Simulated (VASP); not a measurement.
Here is the system:

```
Cu2La
1.0
    4.30029     0.00000     0.00000
   -2.15015     3.72416     0.00000
    0.00000     0.00000     3.85096
La Cu
1 2
Direct
  0.00000   0.00000   0.00000
  0.33333   0.66667   0.50000
  0.66667   0.33333   0.50000
```

Computed with LDA (Ceperley-Alder, Perdew-Zunger), VASP's LDA PAW potentials (set 64) (plane waves; VASP 6.6.1). Numerical set-up: 300 eV cut-off, 9×9×9 Γ-centred mesh, Fermi-Dirac smearing of 0.050 eV, potentials La Cu.

At this cut-off the stress carries a Pulay error, which pulls relaxed volumes low.

Q: What does the run give for the energy per atom (σ→0), pressure, band gap (on the k-mesh) with the smallest direct gap where there is one?

A: 
```json
{
 "band gap (on the k-mesh)": "none (metal, semimetal or under 0.01 eV)",
 "energy per atom (σ→0)": "-5.130 eV/atom",
 "pressure": "-6.42 GPa"
}
```

Total energies compare only between runs with the same potentials, cut-off and functional.

The structure comes from a computed database's LaCu2 entry (P6/mmm); how it stands against other phases isn't given here. The cell was not relaxed at this level. The electron count is odd and the run is not spin-polarised, which forces a metal.
